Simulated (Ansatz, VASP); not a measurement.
# TiC in two plane-wave programs, part 2 of 3

Wanted: the spread between two codes on one cell, functional and k mesh. The cell is taken from a series of runs on this material, whose earlier steps may have relaxed, scaled, displaced or heated it; both programs get it as it stands.

VASP 6.6.1 and Ansatz 0.2.0.

So far: Set-up; Ansatz: zone-centre phonons, LDA, pair 1.

### 3. VASP: zone-centre phonons, LDA, pair 1

Level of this step: LDA; plane waves and PAW (C, Ti_sv) (VASP).

The same cell, functional (in two slightly different forms), mesh and smearing now go to VASP, with its own data sets.

Lines of VASP's logs that name or quote its potential files are left out, and so is its time.

The input, INCAR:

```
SYSTEM = TiC
PREC = Accurate
ENCUT = 600
EDIFF = 1E-08
NELM = 120
ISMEAR = 1
SIGMA = 0.2
LREAL = .FALSE.
ALGO = Normal
GGA = CA
NBANDS = 14
LASPH = .TRUE.
LORBIT = 11
LWAVE = .FALSE.
LCHARG = .FALSE.
ISIF = 2
IBRION = 8
GGA_COMPAT = .FALSE.
KPAR = 2
```

The input, POSCAR:

```
TiC
1.0
    0.0000000000      2.1265740758      2.1517175125
    2.1265740758      0.0000000000      2.1517175125
    2.1265740758      2.1265740758      0.0000000000
C Ti
1 1
Direct
    0.5000000000      0.5000000000      0.5000000000
    0.0000000000      0.0000000000      0.0000000000
```

The input, KPOINTS:

```
Automatic mesh
0
Gamma
16 16 16
0 0 0
```

PAW data sets: C and Ti_sv (LDA family, release 64).

Started as:

```console
$ mpirun -np 2 vasp_std
```

Numbers of over 12 decimals in the logs are rounded to 6 here.

The log of the run:

```text
[banner, memory and clock lines left out]
running    2 mpi-ranks, on    1 nodes
 distrk:  each k-point on    1 cores,    2 groups
 distr:  one band on    1 cores,    1 groups

 POSCAR found type information on POSCAR C Ti
 POSCAR found :  2 types and       2 ions
 LDA part: xc-table for (Slater(with rela. corr.)+CA(PZ))
 , standard interpolation
 POSCAR, INCAR and KPOINTS ok, starting setup
 FFT: planning ... GRIDC
 FFT: planning ... GRID_SOFT
 FFT: planning ... GRID
 WAVECAR not read
 entering main loop
       N       E                     dE             d eps       ncg     rms          rms(c)
DAV:   1     0.125380440094E+03    0.12538E+03   -0.88938E+03  9780   0.152E+03
DAV:   2    -0.171750689925E+02   -0.14256E+03   -0.13423E+03 10362   0.370E+02
DAV:   3    -0.256372312994E+02   -0.84622E+01   -0.82582E+01 13026   0.864E+01
DAV:   4    -0.259813660270E+02   -0.34413E+00   -0.34382E+00 12256   0.158E+01
DAV:   5    -0.259900050697E+02   -0.86390E-02   -0.86383E-02 13196   0.220E+00    0.188E+01
DAV:   6    -0.211846178066E+02    0.48054E+01   -0.13136E+01 14026   0.606E+01    0.691E+00
DAV:   7    -0.205835287083E+02    0.60109E+00   -0.22882E+00 11842   0.228E+01    0.531E+00
DAV:   8    -0.205530389342E+02    0.30490E-01   -0.11614E-01 10828   0.388E+00    0.348E+00
DAV:   9    -0.205392498060E+02    0.13789E-01   -0.10662E-01 12106   0.396E+00    0.675E-01
DAV:  10    -0.205386378185E+02    0.61199E-03   -0.10558E-02 13314   0.135E+00    0.638E-01
DAV:  11    -0.205367027209E+02    0.19351E-02   -0.49774E-03 10534   0.106E+00    0.155E-01
DAV:  12    -0.205366901198E+02    0.12601E-04   -0.36133E-04 11038   0.216E-01    0.489E-02
DAV:  13    -0.205366790666E+02    0.11053E-04   -0.22194E-05 11944   0.381E-02    0.600E-03
DAV:  14    -0.205366787704E+02    0.29622E-06   -0.68497E-07 11906   0.108E-02    0.296E-03
DAV:  15    -0.205366787051E+02    0.65298E-07   -0.17203E-07 15344   0.632E-03    0.140E-03
DAV:  16    -0.205366786895E+02    0.15585E-07   -0.44970E-08 10806   0.347E-03    0.255E-04
DAV:  17    -0.205366786896E+02   -0.10573E-09   -0.12912E-09  6062   0.550E-04
   1 F= -.20536679E+02 E0= -.20536611E+02  d E =-.204103E-03
 Linear response reoptimize wavefunctions to high precision
DAV:   1    -0.205366786898E+02   -0.14734E-09   -0.27438E-10  7142   0.210E-04
DAV:   2    -0.205366786898E+02    0.43201E-11   -0.82109E-11  5504   0.988E-05
 Linear response DOF=           4
 Linear response progress:
  Degree of freedom:   1/  4
       N       E                     dE             d eps       ncg     rms          rms(c)
RMM:   1    -0.126428258029E+00   -0.12643E+00   -0.57423E-02 37378   0.234E+00
RMM:   2    -0.116326362649E+00    0.10102E-01   -0.57393E-03 33937   0.576E-01    0.147E-01
RMM:   3    -0.116952492364E+00   -0.62613E-03   -0.19393E-03 35010   0.246E-01    0.671E-02
RMM:   4    -0.117958080689E+00   -0.10056E-02   -0.72821E-04 35706   0.149E-01    0.147E-02
RMM:   5    -0.118083095239E+00   -0.12501E-03   -0.15867E-04 40858   0.599E-02    0.310E-03
RMM:   6    -0.118074854854E+00    0.82404E-05   -0.21167E-05 40277   0.245E-02    0.165E-03
RMM:   7    -0.118067700590E+00    0.71543E-05   -0.44974E-06 40837   0.117E-02    0.757E-04
RMM:   8    -0.118072742304E+00   -0.50417E-05   -0.86615E-07 40876   0.582E-03    0.353E-04
RMM:   9    -0.118070109950E+00    0.26324E-05   -0.22748E-07 41178   0.310E-03    0.130E-04
RMM:  10    -0.118070215096E+00   -0.10515E-06   -0.80342E-07 40043   0.169E-03    0.879E-05
RMM:  11    -0.118070240423E+00   -0.25327E-07   -0.51197E-08 41062   0.905E-04    0.467E-05
RMM:  12    -0.118070234206E+00    0.62171E-08    0.51966E-08 42848   0.482E-04    0.443E-05
 first order change of Fermi-energy  -0.23966E-03
 force on displaced ion       1 direction 1 : -11.103   0.000   0.000
 Linear response progress:
  Degree of freedom:   2/  4
       N       E                     dE             d eps       ncg     rms          rms(c)
RMM:   1    -0.124954758610E+00   -0.12495E+00   -0.50576E-02 21122   0.222E+00
RMM:   2    -0.115789259767E+00    0.91655E-02   -0.52737E-03 18838   0.544E-01    0.143E-01
RMM:   3    -0.116409119103E+00   -0.61986E-03   -0.18152E-03 19243   0.234E-01    0.658E-02
RMM:   4    -0.117385546010E+00   -0.97643E-03   -0.69965E-04 19784   0.143E-01    0.143E-02
RMM:   5    -0.117502903752E+00   -0.11736E-03   -0.14807E-04 22613   0.561E-02    0.324E-03
RMM:   6    -0.117495348377E+00    0.75554E-05   -0.18968E-05 22170   0.224E-02    0.161E-03
RMM:   7    -0.117484597601E+00    0.10751E-04   -0.39354E-06 22120   0.106E-02    0.666E-04
RMM:   8    -0.117490952070E+00   -0.63545E-05   -0.97162E-07 22645   0.523E-03    0.320E-04
RMM:   9    -0.117488076871E+00    0.28752E-05   -0.69796E-07 22399   0.276E-03    0.861E-05
RMM:  10    -0.117488605902E+00   -0.52903E-06   -0.59193E-07 22629   0.147E-03    0.643E-05
RMM:  11    -0.117488454943E+00    0.15096E-06   -0.81199E-09 22973   0.762E-04    0.284E-05
RMM:  12    -0.117488432456E+00    0.22487E-07   -0.14053E-07 23515   0.404E-04    0.168E-05
RMM:  13    -0.117488343312E+00    0.89144E-07   -0.15706E-07 22528   0.228E-04    0.219E-05
RMM:  14    -0.117488388102E+00   -0.44789E-07   -0.49274E-08 22074   0.145E-04    0.210E-05
RMM:  15    -0.117488388327E+00   -0.22493E-09   -0.48490E-09 23842   0.700E-05    0.214E-05
 first order change of Fermi-energy   0.93334E-03
 force on displaced ion       1 direction 3 :   0.000   0.000  -9.987
 Linear response progress:
  Degree of freedom:   3/  4
       N       E                     dE             d eps       ncg     rms          rms(c)
RMM:   1    -0.670102988084E+00   -0.67010E+00    0.88306E+00 17570   0.131E+02
RMM:   2    -0.645262315114E+00    0.24841E-01   -0.23737E-01 29283   0.499E+00    0.227E-01
RMM:   3    -0.644326573991E+00    0.93574E-03   -0.18688E-02 34779   0.117E+00    0.112E-01
RMM:   4    -0.643563679437E+00    0.76289E-03   -0.74682E-03 38030   0.510E-01    0.215E-02
RMM:   5    -0.644089266795E+00   -0.52559E-03   -0.11788E-03 40339   0.204E-01    0.101E-02
RMM:   6    -0.644390085906E+00   -0.30082E-03   -0.31113E-04 40617   0.884E-02    0.766E-03
RMM:   7    -0.644645224184E+00   -0.25514E-03   -0.78111E-05 37682   0.438E-02    0.295E-03
RMM:   8    -0.644845876598E+00   -0.20065E-03   -0.36658E-05 38048   0.250E-02    0.281E-03
RMM:   9    -0.644740542137E+00    0.10533E-03   -0.21845E-05 37711   0.148E-02    0.767E-04
RMM:  10    -0.644762254899E+00   -0.21713E-04   -0.13789E-05 40924   0.846E-03    0.280E-04
RMM:  11    -0.644776718413E+00   -0.14464E-04   -0.10688E-05 40229   0.549E-03    0.771E-05
RMM:  12    -0.644774088838E+00    0.26296E-05   -0.77667E-06 42043   0.381E-03    0.834E-05
RMM:  13    -0.644773323567E+00    0.76527E-06   -0.64446E-06 42136   0.285E-03    0.140E-04
RMM:  14    -0.644775797042E+00   -0.24735E-05   -0.51117E-06 38401   0.228E-03    0.935E-05
RMM:  15    -0.644776567730E+00   -0.77069E-06   -0.40683E-06 40524   0.185E-03    0.842E-05
RMM:  16    -0.644776768513E+00   -0.20078E-06   -0.32878E-06 43102   0.154E-03    0.899E-05
RMM:  17    -0.644776957908E+00   -0.18940E-06   -0.24428E-06 40731   0.131E-03    0.989E-05
 first order change of Fermi-energy   0.39691E-03
 force on displaced ion       2 direction 1 : -11.128   0.000   0.000
 Linear response progress:
  Degree of freedom:   4/  4
       N       E                     dE             d eps       ncg     rms          rms(c)
RMM:   1    -0.686360190659E+00   -0.68636E+00    0.72955E+00  9912   0.130E+02
RMM:   2    -0.661308547811E+00    0.25052E-01   -0.23292E-01 16330   0.494E+00    0.226E-01
RMM:   3    -0.660540725192E+00    0.76782E-03   -0.18420E-02 19314   0.117E+00    0.111E-01
RMM:   4    -0.659897344149E+00    0.64338E-03   -0.75179E-03 21140   0.506E-01    0.211E-02
RMM:   5    -0.660481798459E+00   -0.58445E-03   -0.11571E-03 22401   0.201E-01    0.101E-02
RMM:   6    -0.660777567420E+00   -0.29577E-03   -0.30353E-04 22541   0.872E-02    0.785E-03
RMM:   7    -0.661007788238E+00   -0.23022E-03   -0.77122E-05 20928   0.431E-02    0.341E-03
RMM:   8    -0.661253928237E+00   -0.24614E-03   -0.35502E-05 20553   0.257E-02    0.306E-03
RMM:   9    -0.661135042769E+00    0.11889E-03   -0.16625E-05 20838   0.151E-02    0.888E-04
RMM:  10    -0.661161933181E+00   -0.26890E-04   -0.11296E-05 22477   0.862E-03    0.261E-04
RMM:  11    -0.661174923340E+00   -0.12990E-04   -0.85148E-06 22620   0.553E-03    0.609E-05
RMM:  12    -0.661173778062E+00    0.11453E-05   -0.73989E-06 23604   0.382E-03    0.720E-05
RMM:  13    -0.661174186988E+00   -0.40893E-06   -0.46579E-06 23550   0.278E-03    0.961E-05
RMM:  14    -0.661172216420E+00    0.19706E-05   -0.44012E-06 21374   0.222E-03    0.177E-04
[...]
RMM:  29    -0.661179420595E+00   -0.70863E-08   -0.23564E-07 19862   0.253E-04    0.195E-06
RMM:  30    -0.661179425431E+00   -0.48362E-08   -0.23286E-07 17661   0.225E-04    0.476E-06
RMM:  31    -0.661179443004E+00   -0.17573E-07   -0.20619E-07 14145   0.199E-04    0.612E-06
RMM:  32    -0.661179457045E+00   -0.14041E-07   -0.17291E-07 12689   0.176E-04    0.746E-06
RMM:  33    -0.661179462092E+00   -0.50466E-08   -0.14470E-07 14509   0.157E-04    0.918E-06
RMM:  34    -0.661179465471E+00   -0.33793E-08   -0.12530E-07  9856   0.140E-04    0.992E-06
RMM:  35    -0.661179465483E+00   -0.12184E-10   -0.11479E-07 13848   0.126E-04    0.114E-05
RMM:  36    -0.661179464833E+00    0.65039E-09   -0.90026E-08  8641   0.112E-04    0.120E-05
 first order change of Fermi-energy  -0.72795E-03
 force on displaced ion       2 direction 3 :   0.000   0.000  -9.998
 Linear response finished
```

From OUTCAR (step 3):

```text
ion  position               nearest neighbor table
   1  0.500  0.500  0.500-   2 2.13   2 2.13   2 2.13   2 2.13   2 2.15   2 2.15
   2  0.000  0.000  0.000-   1 2.13   1 2.13   1 2.13   1 2.13   1 2.15   1 2.15

  LATTYP: Found a body centered tetragonal cell.
 ALAT       =     3.0074298994
 C/A-ratio  =     1.4309344420

 Subroutine GETGRP returns: Found 16 space group operations
 (whereof 16 operations were pure point group operations)

The static configuration has the point symmetry D_4h.

 Found    349 irreducible k-points:

   k-points           NKPTS =    349   k-points in BZ     NKDIM =    349   number of bands    NBANDS=     14

   dimension x,y,z NGX =    24 NGY =   24 NGZ =   24
   dimension x,y,z NGXF=    48 NGYF=   48 NGZF=   48

   ENCUT  =  600.0 eV  44.10 Ry    6.64 a.u.   6.04  6.04  6.01*2*pi/ulx,y,z

   NELECT =      16.0000    total number of electrons

 k-points in reciprocal lattice and weights: Automatic mesh
   0.00000000  0.00000000  0.00000000       0.000
   0.06250000  0.00000000  0.00000000       0.002
   0.12500000  0.00000000  0.00000000       0.002
   0.18750000  0.00000000  0.00000000       0.002
   0.25000000  0.00000000  0.00000000       0.002
   0.31250000  0.00000000  0.00000000       0.002
   0.37500000  0.00000000  0.00000000       0.002
   0.43750000  0.00000000  0.00000000       0.002
   0.50000000  0.00000000  0.00000000       0.001
[...]
-0.31250000  0.18750000  0.50000000       0.001
  -0.25000000  0.25000000  0.50000000       0.000

 average (electrostatic) potential at core
       1 -48.2314       2 -70.5505

  Total        0.0737453      0.0737453     -0.5520914      0.0000000     -0.0000000      0.0000000
  in kB        6.0711173      6.0711173    -45.4511947      0.0000000     -0.0000000      0.0000000
  external PRESSURE =     -11.1029867 kB  Pullay stress =       0.0000000 kB

  energy-cutoff  :      600.00
  volume of cell :       19.46
      direct lattice vectors                 reciprocal lattice vectors
     0.000000000  2.126574076  2.151717512    -0.235119955  0.235119955  0.232372510
     2.126574076  0.000000000  2.151717512     0.235119955 -0.235119955  0.232372510
     2.126574076  2.126574076  0.000000000     0.235119955  0.235119955 -0.232372510

 POSITION                                       TOTAL-FORCE (eV/Angst)
 -----------------------------------------------------------------------------------
      2.12657      2.12657      2.15172         0.000000     -0.000000     -0.000000
      0.00000      0.00000      0.00000        -0.000000      0.000000      0.000000
 -----------------------------------------------------------------------------------
    total drift:                                0.000000     -0.000000     -0.000000

 Eigenvectors and eigenvalues of the dynamical matrix
 ----------------------------------------------------

   1 f  =   16.814490 THz   105.648554 2PiTHz  560.871001 cm-1    69.539110 meV
             X         Y         Z           dx          dy          dz
      2.126574  2.126574  2.151718     0.000000    0.893918    0.000000
      0.000000  0.000000  0.000000     0.000000   -0.448231    0.000000

   2 f  =   16.814490 THz   105.648554 2PiTHz  560.871001 cm-1    69.539110 meV
             X         Y         Z           dx          dy          dz
      2.126574  2.126574  2.151718     0.893918    0.000000    0.000000
      0.000000  0.000000  0.000000    -0.448231    0.000000    0.000000

   3 f  =   15.944937 THz   100.184994 2PiTHz  531.865851 cm-1    65.942931 meV
             X         Y         Z           dx          dy          dz
      2.126574  2.126574  2.151718     0.000000    0.000000    0.894022
      0.000000  0.000000  0.000000     0.000000    0.000000   -0.448023

   4 f/i=    0.003521 THz     0.022120 2PiTHz    0.117432 cm-1     0.014560 meV
             X         Y         Z           dx          dy          dz
      2.126574  2.126574  2.151718     0.000000    0.000000   -0.448023
      0.000000  0.000000  0.000000     0.000000    0.000000   -0.894022

   5 f/i=    0.007627 THz     0.047923 2PiTHz    0.254416 cm-1     0.031544 meV
             X         Y         Z           dx          dy          dz
      2.126574  2.126574  2.151718     0.000000   -0.448231    0.000000
      0.000000  0.000000  0.000000     0.000000   -0.893918    0.000000

   6 f/i=    0.007627 THz     0.047923 2PiTHz    0.254416 cm-1     0.031544 meV
             X         Y         Z           dx          dy          dz
      2.126574  2.126574  2.151718    -0.448231    0.000000    0.000000
      0.000000  0.000000  0.000000    -0.893918    0.000000    0.000000

 ELASTIC MODULI CONTR FROM IONIC RELAXATION (kBar)
 Direction    XX          YY          ZZ          XY          YZ          ZX
 --------------------------------------------------------------------------------
 XX           0.0000      0.0000      0.0000      0.0000      0.0000      0.0000
 YY           0.0000      0.0000      0.0000      0.0000      0.0000      0.0000
 ZZ           0.0000      0.0000      0.0000      0.0000      0.0000      0.0000
 XY           0.0000      0.0000      0.0000      0.0000      0.0000      0.0000
 YZ           0.0000      0.0000      0.0000      0.0000      0.0000      0.0000
 ZX           0.0000      0.0000      0.0000      0.0000      0.0000      0.0000
 --------------------------------------------------------------------------------
```

### 4. Side by side

Known differences besides the potentials themselves: the two LDA forms differ slightly; the cutoff is 420 eV in Ansatz and 600 eV in VASP; VASP's log shows a relativistic correction to its local exchange, Ansatz's none. Total energies have different zeros and are not compared.

The two programs side by side:

| quantity | Ansatz | VASP | difference |
| --- | --- | --- | --- |
| optical mode 1 (cm⁻¹) | 529.7 | 531.9 | -0.41 % |
| optical mode 2 to 3 (cm⁻¹) | 558.0 | 560.9 | -0.51 % |

Modes are paired by rising frequency, not by their patterns, so a pair may set unlike modes beside each other; they are those without the splitting of longitudinal modes.

(Part 2 of 3 ends here.)

[Lines on the potential files, build, host, timing and source positions are cut from VASP's logs without a mark.]

[Logs are printed without paths, hosts, clocks, repeated set-up lines and the standing remarks that a program may print on its own settings, such as how far it seeks lower states.]

[Hosts, paths, dates, database ids (printed as entryN), source tags and the programs' standing remarks are cut or masked in the printed files.]
